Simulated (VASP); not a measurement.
An input for Quantum ESPRESSO's pw.x (written as the equivalent of a VASP run, and not itself run):

```
&CONTROL
  calculation = 'scf'
  pseudo_dir = './pseudo'
  outdir = './out'
  tprnfor = .true.
  tstress = .true.
/
&SYSTEM
  ibrav = 0
  nat = 4
  ntyp = 3
  ecutwfc = 72
  occupations = 'tetrahedra'
  input_dft = 'pz'
/
&ELECTRONS
  conv_thr = 7.3e-09
  electron_maxstep = 100
/
ATOMIC_SPECIES
  Sn 118.710 Sn.upf
  Pb 207.200 Pb.upf
  S 32.060 S.upf
CELL_PARAMETERS angstrom
     2.0370040    1.1760645    6.6570051
    -2.0370040    1.1760645    6.6570051
     0.0000000   -2.3521300    6.6570051
ATOMIC_POSITIONS crystal
  Sn   0.5000000  0.5000000  0.5000000
  Pb   0.0000000  0.0000000  0.0000000
  S    0.2470357  0.2470357  0.2470357
  S    0.7529643  0.7529643  0.7529643
K_POINTS automatic
  7 7 7 0 0 0
```

Question: Write the VASP files for the same calculation (LDA).

Answer: This is not unique; one that fits is 
File KPOINTS:
```
Automatic mesh
0
Gamma
7 7 7
0 0 0
```

POSCAR:
```
SnPbS2
1
    2.0370040302     1.1760645307     6.6570050853
   -2.0370040302     1.1760645307     6.6570050853
    0.0000000000    -2.3521300045     6.6570050803
Sn Pb S
1 1 2
Direct
  0.5000000000   0.5000000000   0.5000000000
  0.0000000000   0.0000000000   0.0000000000
  0.2470356803   0.2470356803   0.2470356803
  0.7529643197   0.7529643197   0.7529643197
```

### INCAR
```
SYSTEM = SnPbS2
PREC = Accurate; ENCUT = 400; LREAL = .False.
LASPH = .True.
EDIFF = 1E-7; NELM = 100; ALGO = Normal
LMAXMIX = 4
ISMEAR = -5
ISIF = 2
LWAVE = .False.; LCHARG = .True.; LORBIT = 11
NEDOS = 601
LEFG = .True.
```

POTCAR, in this order: Sn_d Pb_d S (LDA.64 set). Program: vasp_std.

Limits of the translation: the potentials are each code's own (VASP's PAW set, PseudoDojo norm-conserving files in pw.x), so ENCUT and ecutwfc are chosen apart and not converted; conv_thr bounds pw.x's estimated SCF error, while EDIFF bounds the energy change between steps; the field gradients of LEFG aren't asked of the other code.

The structure comes from a computed database's SnPbS2 entry (R-3m); how it stands against other phases isn't given here. It was relaxed first, which changed the volume by -8 %.
